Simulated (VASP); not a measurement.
Data:

```
BP
1.0
    0.00000     2.26607     2.26607
    2.26607     0.00000     2.26607
    2.26607     2.26607     0.00000
B P
1 1
Direct
  0.00853   0.99897   0.99956
  0.24147   0.25103   0.25044
```

Level of theory: HSE06 screened hybrid, VASP's PBE PAW potentials (set 64) (plane waves; VASP). Run with 400 eV cut-off, 8×8×8 Γ-centred mesh, Fermi-Dirac smearing of 0.010 eV, potentials B P.

At this cut-off the stress carries a Pulay error, which pulls relaxed volumes low.

Q: Give the stress tensor in GPa (positive for a compressed cell).

A: 
```
-1.15   1.74   1.88
 1.74  -1.31  -0.10
 1.88  -0.10  -1.29
```
The pressure is its mean diagonal, -1.25 GPa.

The structure comes from a computed database's BP entry; how it stands against other phases isn't given here. The cell was not relaxed at this level, atoms are displaced from their ideal sites.
